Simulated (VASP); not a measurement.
Output of a VASP run:

File OSZICAR:
```
       N       E                     dE             d eps       ncg     rms          rms(c)
DAV:   1     0.217826551302E+03    0.21783E+03   -0.14914E+04  1336   0.119E+03
DAV:   2    -0.952531855127E+00   -0.21878E+03   -0.21367E+03  1460   0.321E+02
DAV:   3    -0.128037590373E+02   -0.11851E+02   -0.11752E+02  1572   0.748E+01
DAV:   4    -0.129152643021E+02   -0.11151E+00   -0.11142E+00  1464   0.699E+00
DAV:   5    -0.129161857914E+02   -0.92149E-03   -0.92146E-03  1542   0.590E-01    0.110E+01
DAV:   6    -0.122762024164E+02    0.63998E+00   -0.14865E+00  1794   0.147E+01    0.828E+00
DAV:   7    -0.122474351695E+02    0.28767E-01   -0.56787E-01  1404   0.467E+00    0.293E+00
DAV:   8    -0.122376288110E+02    0.98064E-02   -0.93086E-02  1410   0.347E+00    0.477E-01
DAV:   9    -0.122367335127E+02    0.89530E-03   -0.10473E-02  1476   0.137E+00    0.137E-01
DAV:  10    -0.122366610106E+02    0.72502E-04   -0.39595E-04  1464   0.196E-01    0.428E-02
DAV:  11    -0.122366636622E+02   -0.26516E-05   -0.24377E-04  1586   0.156E-01    0.243E-02
DAV:  12    -0.122366539340E+02    0.97281E-05   -0.70355E-05  1558   0.870E-02    0.530E-03
DAV:  13    -0.122366544517E+02   -0.51770E-06   -0.46236E-06  1326   0.136E-02
   1 F= -.12236654E+02 E0= -.12236595E+02  d E =-.122367E+02
```

**OUTCAR**
```
------------------------ aborting loop because EDIFF is reached ----------------------------------------
  FORCE on cell =-STRESS in cart. coord.  units (eV):
  Direction    XX          YY          ZZ          XY          YZ          ZX
  --------------------------------------------------------------------------------------
  Total       -0.0585883     -0.0585883     -0.0701041      0.0000000      0.0000000     -0.0000000
  in kB       -0.8480982     -0.8480982     -1.0147952      0.0000000      0.0000000     -0.0000000
  external PRESSURE =      -0.9036639 kB  Pullay stress =       0.0000000 kB
  volume of cell :      110.68
      direct lattice vectors                 reciprocal lattice vectors
     4.281172692  0.000000000  0.000000000     0.233580860  0.000000000  0.000000000
     0.000000000  4.281172692  0.000000000     0.000000000  0.233580860  0.000000000
     0.000000000  0.000000000  6.038790272     0.000000000  0.000000000  0.165596081
 POSITION                                       TOTAL-FORCE (eV/Angst)
 -----------------------------------------------------------------------------------
      2.14059      2.14059      3.01940        -0.000000     -0.000000      0.000000
      0.00000      0.00000      0.00000        -0.000000      0.000000      0.000000
      0.00000      2.14059      1.52790        -0.000000      0.000000      0.013426
      2.14059      0.00000      4.51089         0.000000      0.000000     -0.013426
 -----------------------------------------------------------------------------------
    total drift:                                0.000000      0.000000      0.000000
  FREE ENERGIE OF THE ION-ELECTRON SYSTEM (eV)
  ---------------------------------------------------
  free  energy   TOTEN  =       -12.2366544517 eV

  energy  without entropy=      -12.2364766643  energy(sigma->0) =      -12.23659519

 reached required accuracy - stopping structural energy minimisation
```
(Selected blocks of OUTCAR.)

**POSCAR**
```
CdHgSe2
1
    4.2811726918     0.0000000000     0.0000000000
    0.0000000000     4.2811726918     0.0000000000
   -0.0000000000     0.0000000000     6.0387902718
Cd Hg Se
1 1 2
Direct
  0.5000000000   0.5000000000   0.5000000000
  0.0000000000   0.0000000000   1.0000000000
  0.0000000000   0.5000000000   0.2530146305
  0.5000000000   0.0000000000   0.7469853695
```

**Question.** Reconstruct the remaining input files.

**Answer.** Several could match; the one computed here: the input of the run itself, LDA (Ceperley-Alder, Perdew-Zunger), plane waves, VASP's LDA PAW potentials (set 64).

File KPOINTS:
```
K-points
0
Gamma
7 7 5
```

### INCAR
```
SYSTEM = CdHgSe2
PREC = Accurate
ENCUT = 400
EDIFF = 1E-6
NELM = 100
ALGO = Normal
LREAL = .FALSE.
LASPH = .TRUE.
ISMEAR = 1
SIGMA = 0.1
LMAXMIX = 6
LWAVE = .FALSE.
LCHARG = .FALSE.
IBRION = 2
ISIF = 3
NSW = 60
EDIFFG = -0.02
```

POTCAR, in this order: Cd Hg Se (LDA.64 set). Program: vasp_std.

The structure comes from a computed database's CdHgSe2 entry (P-4m2); how it stands against other phases isn't given here. It was relaxed first, which changed the volume by -6 %. The start is the result of an earlier pass.
